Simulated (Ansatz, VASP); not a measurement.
## Cross-check of Si54N71 (V_N1) between VASP and Ansatz

Aim: how closely do two programs agree when they are given the same cell, functional and k mesh? Of the first pair: The structure shown is the start of the Ansatz relaxation below; VASP solves that cell, so the two are compared at the walk's first step.

Program: Ansatz 0.2.0. Level of theory: plane waves, with VASP 6.6.1 beside it; single point at PBEsol. Results are calculated unless marked as measured.

### 1. The structure

The cell holds 125 atoms: 54 Si and 71 N. Cell: a = 13.008 Å, b = 13.008 Å, c = 8.600 Å, α = 90.0°, β = 90.0°, γ = 120.0°. It derives from Si3N4 (Si3N4 (P6_3/m)). Nearest the centre at fractional (0.576, 0.453, 0.583): Si35 at 1.68 Å, Si32 at 1.72 Å, Si53 at 1.73 Å, N122 at 2.74 Å, N80 at 2.75 Å, N92 at 2.77 Å, N84 at 2.77 Å, N107 at 2.78 Å.

### 2. Ansatz: relaxation, PBEsol

Ansatz runs on its PAW soft_1 files.

The two programs are compared at the cell with which this relaxation starts, whose forces are those of its first step.

File input.yaml:

```yaml
crystal:
  lattice:
    - [11.26513559, 6.50392907, 0.0]
    - [-11.26513559, 6.50392907, 0.0]
    - [0.0, 0.0, 2.86660194]
  atoms:
    - { symbol: Si, position: [0.01950046, 0.80655545, 0.75] }
    - { symbol: Si, position: [0.3528338, 0.47322211, 0.75] }
    - { symbol: Si, position: [0.68616713, 0.13988878, 0.75] }
    - { symbol: Si, position: [0.21294502, 0.01950046, 0.25] }
    - { symbol: Si, position: [0.54627835, 0.68616713, 0.25] }
    - { symbol: Si, position: [0.87961168, 0.3528338, 0.25] }
    - { symbol: Si, position: [0.13988878, 0.45372165, 0.25] }
    - { symbol: Si, position: [0.47322211, 0.12038832, 0.25] }
    - { symbol: Si, position: [0.80655545, 0.78705498, 0.25] }
    - { symbol: Si, position: [0.19344455, 0.21294502, 0.75] }
    - { symbol: Si, position: [0.52677789, 0.87961168, 0.75] }
    - { symbol: Si, position: [0.86011122, 0.54627835, 0.75] }
    - { symbol: Si, position: [0.12038832, 0.6471662, 0.75] }
    - { symbol: Si, position: [0.45372165, 0.31383287, 0.75] }
    - { symbol: Si, position: [0.78705498, 0.98049954, 0.75] }
    - { symbol: Si, position: [0.31383287, 0.86011122, 0.25] }
    - { symbol: Si, position: [0.6471662, 0.52677789, 0.25] }
    - { symbol: Si, position: [0.98049954, 0.19344455, 0.25] }
    - { symbol: "N", position: [0.0, 0.66666667, 0.75] }
    - { symbol: "N", position: [0.33333333, 0.33333333, 0.75] }
    - { symbol: "N", position: [0.66666667, 0.0, 0.75] }
    - { symbol: "N", position: [0.0, 0.33333333, 0.25] }
    - { symbol: "N", position: [0.33333333, 0.0, 0.25] }
    - { symbol: "N", position: [0.66666667, 0.66666667, 0.25] }
    - { symbol: "N", position: [0.21345843, 0.45653274, 0.75] }
    - { symbol: "N", position: [0.54679176, 0.12319941, 0.75] }
    - { symbol: "N", position: [0.8801251, 0.78986608, 0.75] }
    - { symbol: "N", position: [0.09025902, 0.8801251, 0.25] }
    - { symbol: "N", position: [0.42359235, 0.54679176, 0.25] }
    - { symbol: "N", position: [0.75692569, 0.21345843, 0.25] }
    - { symbol: "N", position: [0.12319941, 0.57640765, 0.25] }
    - { symbol: "N", position: [0.45653274, 0.24307431, 0.25] }
    - { symbol: "N", position: [0.78986608, 0.90974098, 0.25] }
    - { symbol: "N", position: [0.21013392, 0.09025902, 0.75] }
    - { symbol: "N", position: [0.54346726, 0.75692569, 0.75] }
    - { symbol: "N", position: [0.87680059, 0.42359235, 0.75] }
    - { symbol: "N", position: [0.1198749, 0.21013392, 0.25] }
    - { symbol: "N", position: [0.45320824, 0.87680059, 0.25] }
    - { symbol: "N", position: [0.78654157, 0.54346726, 0.25] }
    - { symbol: "N", position: [0.24307431, 0.78654157, 0.75] }
    - { symbol: "N", position: [0.57640765, 0.45320824, 0.75] }
    - { symbol: "N", position: [0.90974098, 0.1198749, 0.75] }
  supercell: [1, 1, 3]
  defects: [{ vacancy: 82 }]
basis:
  ecutwfc: 420
  xc_grid: 2
hamiltonian:
  xc: pbesol
  pseudopotentials: { kind: paw, azcp: { folder: soft_1 }, xc_functional: pbe }
kpoints:
  mp_grid: { grid: [1, 1, 1], shift: [0.25, 0.25, 0.25] }
magnetization:
  spin_polarized: true
  initial_magnetization: 1
  spin_locking: { lock_magnetization: hard }
scf:
  occupations: { method: fixed }
  max_iter: 60
output:
  forces: true
  charged_corrections: { epsilon: [4.29, 4.29, 4.37], static_epsilon: [8.29, 8.29, 8.25] }
relax:
  f_tol: 0.02
  max_steps: 80
  random_displacement: { amplitude: 0.05, seed: 2987 }
checkpoint:
  write: "../q0_M1.relax.run"
  compress: false
  write_wavefunctions: true
  write_every: 100000
```

Launch:

```bash
$ ansatz run input.yaml --threads 4 --pin off --max-ram 15073MiB --backend cpu --events-out ev --progress --plain --runs-dir out
```

Numbers of over 12 decimals in the logs are rounded to 6 here.

Output:

```text
Engine: ansatz 0.2.0, aarch64-unknown-linux-gnu
Pseudopotentials: kind: paw
Pseudopotential: Si, paw, valence charge 4, recommended cutoff 420 eV (normal), soft_1/Si.paw.azcp
Pseudopotential: N, paw, valence charge 5, recommended cutoff 420 eV (normal), soft_1/N.paw.azcp
Functional definition: PBEsol
  exchange = pbesol_x
  correlation = pbesol_c
Crystal: 125 atoms, lattice volume = 1260.175 Å³
Basis set: ecut = 420 eV, 24581 PW (Γ), exchange–correlation on 180×180×120 points (8 copies of the dense FFT grid, shifted against one another)
Bands: 411, of which v1, the nominal top of the filled ones, is band 286 counted from 1 (285 counted from 0)
Symmetry: 1 space group operations
k-points: 1
Non-local potential: Si, projectors of the file, l = 0: 2, l = 1: 2, l = 2: 1
Non-local potential: N, projectors of the file, l = 0: 2, l = 1: 2, l = 2: 1
PAW form: soft (Blöchl's): semilocal exchange-correlation on the pseudo side does not see the compensation charge
PAW frozen core: Si, regenerated for the run's functional, and the local potential with it (the file was generated under x = pbe(κ = 0.804, μ = 0.219515), c = pbe(β = 0.066725))
PAW frozen core: N, regenerated for the run's functional, and the local potential with it (the file was generated under x = pbe(κ = 0.804, μ = 0.219515), c = pbe(β = 0.066725))
PAW one-centre angular grid: Si, 110 points (default); XC on 64 Gauss nodes
PAW one-centre angular grid: N, 110 points (default); XC on 64 Gauss nodes
Initial density: superposition of atomic densities (chi_scale 0.1, normalization cell, long waves kept (reshape's long-wave potential 0.15 eV rms))
Starting moments: Σ|m| = 1 μB on 125 of 125 sites
Initial wavefunctions: pseudopotential atomic-orbital guess
Functional: x = pbesol(κ = 0.804, μ = 0.123457), c = pbesol(β = 0.046)
SCF iter   1: F=—  HF=-60675.282636 eV  |F-HF|=—  |Δ(HF+E_count)|=         —  Δρ=7.85e-2 (↑7.81e-2 ↓7.85e-2)  dr2=3.18e2  dr2_m=1.03e-1  M=1.000 μB ∫|m|=1.021 μB  β_m=0.30  ethr=3.10e-3  ⟨swp⟩=7.0  Hψ=3276  notcnv=0  defer=246
preconditioner: auto → Resta (q_TF=auto, 2.391 Å⁻¹)  ε∞=3.5  [insulator: Δε(μ)=0.302 eV  Ē_g=15.778 eV  n_scr=270 (ndim 8)  ℏωp=25.0 eV  f_vac=0.007  ε∞_Penn≈3.5]
spin=Collinear: Resta preconditioning applied to the charge; magnetization (m = ρ↑ − ρ↓) channel mixes plain (no charge-response kernel on spin).
SCF iter   2: F=—  HF=-60597.204151 eV  |F-HF|=—  |Δ(HF+E_count)|=    7.81e1  Δρ=4.03e-2 (↑4.01e-2 ↓4.03e-2)  dr2=8.23e1  dr2_m=5.20e-2  M=1.000 μB ∫|m|=1.019 μB  β_m=0.44  ethr=3.10e-3  ⟨swp⟩=3.0  Hψ=1421  notcnv=0  defer=247
SCF iter   3: F=—  HF=-60573.174096 eV  |F-HF|=—  |Δ(HF+E_count)|=    2.40e1  Δρ=1.43e-2 (↑1.43e-2 ↓1.42e-2)  dr2=5.26e0  dr2_m=7.86e-3  M=1.000 μB ∫|m|=1.085 μB  β_m=0.70  ethr=3.10e-3  ⟨swp⟩=3.0  Hψ=1286  notcnv=0  defer=247
SCF iter   4: F=—  HF=-60572.202474 eV  |F-HF|=—  |Δ(HF+E_count)|=   9.72e-1  Δρ=1.37e-3 (↑1.37e-3 ↓1.36e-3)  dr2=1.18e-1  dr2_m=2.73e-4  M=1.000 μB ∫|m|=1.153 μB  β_m=0.79  ethr=9.21e-4  ⟨swp⟩=3.0  Hψ=1005  notcnv=0  defer=247
SCF iter   5: F=—  HF=-60572.234202 eV  |F-HF|=—  |Δ(HF+E_count)|=   3.17e-2  Δρ=6.62e-4 (↑6.14e-4 ↓6.62e-4)  dr2=2.28e-2  dr2_m=1.28e-4  M=1.000 μB ∫|m|=1.073 μB  β_m=0.87  ethr=2.07e-5  ⟨swp⟩=3.5  Hψ=1265  notcnv=0  defer=247
SCF iter   6: F=—  HF=-60572.245585 eV  |F-HF|=—  |Δ(HF+E_count)|=   1.14e-2  Δρ=4.27e-4 (↑4.27e-4 ↓4.07e-4)  dr2=9.41e-3  dr2_m=4.74e-5  M=1.000 μB ∫|m|=1.070 μB  β_m=0.79  ethr=3.99e-6  ⟨swp⟩=3.0  Hψ=1134  notcnv=0  defer=247
SCF iter   7: F=—  HF=-60572.246491 eV  |F-HF|=—  |Δ(HF+E_count)|=   9.06e-4  Δρ=8.37e-5 (↑8.37e-5 ↓7.91e-5)  dr2=4.65e-4  dr2_m=3.82e-6  M=1.000 μB ∫|m|=1.070 μB  β_m=0.90  ethr=1.65e-6  ⟨swp⟩=2.0  Hψ=1228  notcnv=0  defer=247
SCF iter   8: F=—  HF=-60572.247217 eV  |F-HF|=—  |Δ(HF+E_count)|=   7.26e-4  Δρ=6.55e-5 (↑6.55e-5 ↓5.48e-5)  dr2=1.99e-4  dr2_m=2.27e-6  M=1.000 μB ∫|m|=1.070 μB  β_m=0.79  ethr=8.14e-8  ⟨swp⟩=2.0  Hψ=1155  notcnv=0  defer=247
SCF iter   9: F=—  HF=-60572.247263 eV  |F-HF|=—  |Δ(HF+E_count)|=   4.55e-5  Δρ=1.62e-5 (↑1.62e-5 ↓1.37e-5)  dr2=1.32e-5  dr2_m=1.39e-7  M=1.000 μB ∫|m|=1.070 μB  β_m=0.80  ethr=3.49e-8  ⟨swp⟩=2.0  Hψ=1107  notcnv=0  defer=247
SCF iter  10: F=-60572.247279 eV  HF=-60572.247279 eV  |F-HF|=7.29e-7  |Δ(HF+E_count)|=   1.58e-5  Δρ=3.75e-6 (↑3.75e-6 ↓3.66e-6)  dr2=7.23e-7  dr2_m=2.16e-9  M=1.000 μB ∫|m|=1.070 μB  ethr=1.75e-9  ⟨swp⟩=4.0  Hψ=1959  notcnv=0
SCF 1 converged in 10 iterations: F = -60572.247279 eV  dr2 = 7.23e-7
  greatest PAW one-centre occupation: 0.803 electrons in one spin orbital (limit 2), on the N atom at site 61 (counted from 0), in its partial waves of l = 0
relax step   1: F+E_penalty+E_count = -60572.24727937 eV  Δ(F+E_penalty+E_count) = +0.000e0 eV  max|allowed force component| = 3.790e0 eV/Å  Δτ_max = 0.0000 Å  (10 SCF iters, dr2 threshold 1.00e-5 eV, accepted)
[...]
- { symbol: N, position: [-0.00400383, 0.664224, 0.254479] }
    - { symbol: N, position: [0.333461, 0.332939, 0.246072] }
    - { symbol: N, position: [0.667236, -0.000501422, 0.250397] }
    - { symbol: N, position: [0.000274, 0.333116, 0.084250] }
    - { symbol: N, position: [0.332792, -0.000534149, 0.081851] }
    - { symbol: N, position: [0.666754, 0.668185, 0.086498] }
    - { symbol: N, position: [0.214990, 0.456528, 0.250101] }
    - { symbol: N, position: [0.547668, 0.121177, 0.244536] }
    - { symbol: N, position: [0.878206, 0.785795, 0.252678] }
    - { symbol: N, position: [0.090671, 0.880658, 0.085306] }
    - { symbol: N, position: [0.425099, 0.548413, 0.082780] }
    - { symbol: N, position: [0.759078, 0.214149, 0.081399] }
    - { symbol: N, position: [0.122037, 0.574749, 0.083533] }
    - { symbol: N, position: [0.455501, 0.240561, 0.073742] }
    - { symbol: N, position: [0.790327, 0.908750, 0.083453] }
    - { symbol: N, position: [0.210389, 0.091710, 0.249403] }
    - { symbol: N, position: [0.544323, 0.758574, 0.251259] }
    - { symbol: N, position: [0.876704, 0.424624, 0.250562] }
    - { symbol: N, position: [0.119570, 0.211318, 0.082112] }
    - { symbol: N, position: [0.451503, 0.877012, 0.084024] }
    - { symbol: N, position: [0.784772, 0.543482, 0.084970] }
    - { symbol: N, position: [0.239153, 0.784335, 0.249818] }
    - { symbol: N, position: [0.573004, 0.450466, 0.244865] }
    - { symbol: N, position: [0.909757, 0.117231, 0.250836] }
    - { symbol: Si, position: [0.020471, 0.806604, 0.584113] }
    - { symbol: Si, position: [0.354667, 0.476116, 0.582974] }
    - { symbol: Si, position: [0.688579, 0.140234, 0.580886] }
    - { symbol: Si, position: [0.213771, 0.021387, 0.416348] }
    - { symbol: Si, position: [0.546738, 0.687366, 0.417765] }
    - { symbol: Si, position: [0.880916, 0.354069, 0.416721] }
    - { symbol: Si, position: [0.140800, 0.452709, 0.416663] }
    - { symbol: Si, position: [0.473697, 0.117874, 0.411339] }
    - { symbol: Si, position: [0.802280, 0.778663, 0.419503] }
    - { symbol: Si, position: [0.199207, 0.218244, 0.582406] }
    - { symbol: Si, position: [0.525553, 0.881067, 0.583306] }
    - { symbol: Si, position: [0.857144, 0.545208, 0.585001] }
    - { symbol: Si, position: [0.118562, 0.645200, 0.583975] }
    - { symbol: Si, position: [0.468975, 0.328883, 0.565494] }
    - { symbol: Si, position: [0.786007, 0.977310, 0.582771] }
    - { symbol: Si, position: [0.310676, 0.858325, 0.416328] }
    - { symbol: Si, position: [0.629371, 0.509877, 0.426107] }
    - { symbol: Si, position: [0.980671, 0.192568, 0.416845] }
[...]
- { symbol: Si, position: [0.021404, 0.807188, 0.917727] }
    - { symbol: Si, position: [0.355622, 0.474240, 0.915886] }
    - { symbol: Si, position: [0.688018, 0.141064, 0.914338] }
    - { symbol: Si, position: [0.213656, 0.021987, 0.748913] }
    - { symbol: Si, position: [0.547654, 0.689833, 0.751080] }
    - { symbol: Si, position: [0.881184, 0.354214, 0.750068] }
[...]
- { symbol: Si, position: [0.525613, 0.881511, 0.916894] }
    - { symbol: Si, position: [0.858770, 0.546390, 0.918824] }
    - { symbol: Si, position: [0.119537, 0.645732, 0.916699] }
    - { symbol: Si, position: [0.456364, 0.315542, 0.908348] }
    - { symbol: Si, position: [0.786483, 0.979315, 0.917061] }
    - { symbol: Si, position: [0.312537, 0.862390, 0.749834] }
    - { symbol: Si, position: [0.644671, 0.527689, 0.749838] }
    - { symbol: Si, position: [0.980471, 0.192181, 0.748715] }
[...]
- { symbol: N, position: [0.543269, 0.759328, 0.917701] }
    - { symbol: N, position: [0.877463, 0.424707, 0.916858] }
    - { symbol: N, position: [0.122193, 0.213376, 0.747708] }
    - { symbol: N, position: [0.451808, 0.878147, 0.749961] }
    - { symbol: N, position: [0.783992, 0.541819, 0.751843] }
    - { symbol: N, position: [0.241096, 0.786626, 0.915825] }
    - { symbol: N, position: [0.575141, 0.455862, 0.918547] }
    - { symbol: N, position: [0.909657, 0.118726, 0.915806] }
```

The column dr2 measures how far the density is from self-consistency, as an energy; F and HF (Harris–Foulkes) agree once it is small.

### 3. VASP: single point, PBEsol, start cell, pair 1

The same cell, functional and mesh now go to VASP, with its own data sets.

Lines of VASP's logs that name or quote its potential files are left out, and so is its time.

File INCAR:

```
SYSTEM = Si54N71
PREC = Accurate
ENCUT = 520
EDIFF = 1E-06
NELM = 200
ISMEAR = 0
SIGMA = 0.01
LREAL = Auto
ALGO = Normal
GGA = PS
NBANDS = 384
ISPIN = 2
MAGMOM = -0 0 0 0 0 0 0 0 0 0 0 -0 0 0 0 0 0.01 -0 0 0 -0 0 0 -0 0 0 -0 0 0 0 0 0.02 0 0 0.03 0 0 0 0 -0 0 0 -0 0 0 -0 0 0 0 0 0 0 0.08 0 -0 -0 0 0 0 0 0 0 0 0 -0 0 0 -0 0 0 0 0 0 0 0 0 0.03 -0 0 0.01 -0 -0 0 -0 -0 -0 0 0 0 -0 0 0.04 -0 -0 0 0 -0 0 0 0 0 0 0 0 -0 0 0.04 0 0 0 0 0 -0 0 0 0 -0 0 0 0 0 0.03 0 0.03 0
LORBIT = 11
LWAVE = .FALSE.
LCHARG = .FALSE.
ISIF = 2
ISYM = 0
NUPDOWN = 1
LASPH = .TRUE.
GGA_COMPAT = .FALSE.
NCORE = 4
```

File POSCAR:

```
Si54N71
1.0
   11.2651355940      6.5039290676      0.0000000000
  -11.2651355940      6.5039290676      0.0000000000
    0.0000000000      0.0000000000      8.5998058177
Si N
54 71
Direct
    0.0187171756      0.8035800764      0.2458193876
    0.3502013343      0.4740233681      0.2465861491
[... 9 atom lines left out ...]
    0.8585128688      0.5490647516      0.2499198291
[... 1 atom line left out ...]
    0.4549563533      0.3107989229      0.2491720215
[... 2 atom lines left out ...]
    0.6447289680      0.5278848352      0.0866855620
[... 2 atom lines left out ...]
    0.3540681731      0.4775260746      0.5830302575
[... 2 atom lines left out ...]
    0.5477783537      0.6905272791      0.4170180206
[... 2 atom lines left out ...]
    0.4690558547      0.1195532707      0.4173419814
    0.8106180940      0.7875815315      0.4172160484
    0.1977586290      0.2157572584      0.5842745879
[... 1 atom line left out ...]
    0.8609010413      0.5431630106      0.5812021929
[... 1 atom line left out ...]
    0.4515331614      0.3151381765      0.5798103010
[... 2 atom lines left out ...]
    0.6479645940      0.5284779718      0.4220367386
[... 2 atom lines left out ...]
    0.3560378191      0.4774117687      0.9157343976
[... 2 atom lines left out ...]
    0.5473124535      0.6867003896      0.7443459929
    0.8817413075      0.3506202260      0.7488035354
[... 1 atom line left out ...]
    0.4690497157      0.1171593220      0.7509709099
    0.8050218057      0.7898083181      0.7511904498
[... 2 atom lines left out ...]
    0.8643064680      0.5475596370      0.9181084047
[... 1 atom line left out ...]
    0.4494775971      0.3119934996      0.9183141070
[... 2 atom lines left out ...]
    0.6510961848      0.5304145482      0.7490472618
[... 2 atom lines left out ...]
    0.3348138857      0.3308442042      0.2524862824
[... 3 atom lines left out ...]
    0.6695480411      0.6703371128      0.0804728635
[... 1 atom line left out ...]
    0.5453093323      0.1260516181      0.2507000792
[... 5 atom lines left out ...]
    0.4588107648      0.2462033816      0.0873131343
[... 6 atom lines left out ...]
    0.7823504457      0.5404753278      0.0846841214
[... 1 atom line left out ...]
    0.5722154170      0.4499573236      0.2507713599
[... 1 atom line left out ...]
    0.9981564428      0.6692382897      0.5835593392
    0.3325760786      0.3351519908      0.5786671357
[... 3 atom lines left out ...]
    0.6627052043      0.6633177136      0.4182766537
    0.2157979723      0.4552314862      0.5865647559
    0.5494686118      0.1228479148      0.5794636653
    0.8828384379      0.7939164723      0.5854708940
[... 1 atom line left out ...]
    0.4212770633      0.5454267452      0.4117162730
[... 2 atom lines left out ...]
    0.4578555356      0.2413450480      0.4208768287
[... 1 atom line left out ...]
    0.2138342617      0.0920549907      0.5865430112
    0.5424480554      0.7557432244      0.5777668828
    0.8740649679      0.4249853311      0.5814560359
[... 2 atom lines left out ...]
    0.7895984164      0.5438557019      0.4128201352
[... 3 atom lines left out ...]
    0.3307281955      0.3314581468      0.9120397793
[... 3 atom lines left out ...]
    0.6686242490      0.6642542172      0.7490428431
[... 4 atom lines left out ...]
    0.4231459116      0.5503044342      0.7487633019
    0.7526855228      0.2103180609      0.7492440105
[... 1 atom line left out ...]
    0.4575922937      0.2413098549      0.7544536630
[... 6 atom lines left out ...]
    0.7856276708      0.5431320543      0.7443134340
[... 1 atom line left out ...]
    0.5759007045      0.4521952250      0.9110060350
    0.9113478584      0.1171219989      0.9160060316
```

File KPOINTS:

```
Points of the shifted mesh
1
Reciprocal
 0.2500000000  0.2500000000  0.2500000000 1
```

The projector-augmented-wave data sets are Si and N (PBE family, release 64).

Launch:

```bash
$ mpirun -np 16 vasp_std
```

Output:

```text
[banner, memory and clock lines left out]
running   16 mpi-ranks, on    1 nodes
[...]
|                                                                             |
|               ----> ADVICE to this user running VASP <----                  |
|                                                                             |
|     You enforced a specific xc type in the INCAR file but a different       |
|     [... a line on the potential file left out ...]
|     I HOPE YOU KNOW WHAT YOU ARE DOING!                                     |
|                                                                             |

 LDA part: xc-table for (Slater+PW92), standard interpolation
 POSCAR, INCAR and KPOINTS ok, starting setup
[...]
entering main loop
       N       E                     dE             d eps       ncg     rms          rms(c)
DAV:   1     0.267679659857E+04    0.26768E+04   -0.28473E+05  1552   0.139E+03
DAV:   2    -0.950907698940E+03   -0.36277E+04   -0.34821E+04  1856   0.301E+02
DAV:   3    -0.120610708040E+04   -0.25520E+03   -0.25301E+03  1872   0.814E+01
DAV:   4    -0.121153826580E+04   -0.54312E+01   -0.54065E+01  1928   0.121E+01
[...]
DAV:  19    -0.106109282185E+04   -0.48227E-05   -0.46128E-06  1568   0.322E-03    0.535E-03
DAV:  20    -0.106109282470E+04   -0.28496E-05   -0.42363E-06  1360   0.275E-03    0.369E-03
DAV:  21    -0.106109282514E+04   -0.43593E-06   -0.10383E-06  1312   0.162E-03
   1 F= -.10610928E+04 E0= -.10610928E+04  d E =-.329770E-44  mag=     1.0000
```

Parts of OUTCAR (step 3):

```text
 magnetization (x)
# of ion       s       p       d       tot
------------------------------------------
    1        0.000   0.000   0.000   0.000
    2        0.000   0.000   0.000   0.000
    3        0.000   0.000   0.000   0.000
    4        0.000   0.000   0.000   0.000
    5        0.000   0.000   0.000   0.000
    6        0.000   0.001   0.000   0.001
[...]
123        0.000   0.000   0.000   0.000
  124       -0.000  -0.001   0.000  -0.001
  125        0.000   0.000   0.000   0.000
--------------------------------------------------
tot          0.155   0.322   0.000   0.477
```

The run ends at a pressure of 13.92 GPa, with forces up to 4.0 eV/Å.

### 4. Comparison

Known differences besides the potentials themselves: VASP starts from the moments at which Ansatz ended; fixed occupations in Ansatz, narrow Gaussian smearing in VASP; the cutoff is 420 eV in Ansatz and 520 eV in VASP (PREC = Accurate, projectors in real space); Ansatz makes its cores anew for this functional, VASP keeps those of its PBE data sets. Total energies have different zeros and are not compared.

Forces on 10 of the 125 atoms, those with the largest forces and the largest differences (eV/Å; atoms numbered as in POSCAR):

```csv
atom,"Ansatz x, y, z","VASP x, y, z"
Si2,"3.314, 0.011, 0.850","3.322, 0.010, 0.840"
Si4,"1.963, -0.414, 1.977","1.986, -0.420, 2.009"
Si42,"-3.247, -1.934, -0.961","-3.268, -1.943, -0.967"
Si46,"1.442, -0.166, -3.737","1.453, -0.179, -3.756"
N73,"-1.901, -1.136, 2.736","-1.917, -1.148, 2.749"
N83,"0.701, -3.790, -0.220","0.705, -3.808, -0.221"
N96,"3.493, -1.194, -0.124","3.511, -1.202, -0.123"
N107,"-3.377, 0.997, 0.083","-3.401, 1.006, 0.081"
N117,"-1.472, 0.806, -2.265","-1.493, 0.816, -2.305"
N118,"-2.001, 0.775, -0.765","-2.029, 0.788, -0.777"
```

The forces differ by 11 meV/Å r.m.s., which is 0.8 % of the r.m.s. force of 1.296 eV/Å (both taken over all components). Moments aren't recorded for both runs of this pair, so they may hold unlike magnetic states.

[end of part 1 of 2]

[Lines on the potential files, build, host, timing and source positions are cut from VASP's logs without a mark.]

[Logs are printed without paths, hosts, clocks, repeated set-up lines and the standing remarks that a program may print on its own settings, such as how far it seeks lower states.]

[Hosts, paths, dates, database ids (printed as entryN), source tags and the programs' standing remarks are cut or masked in the printed files.]
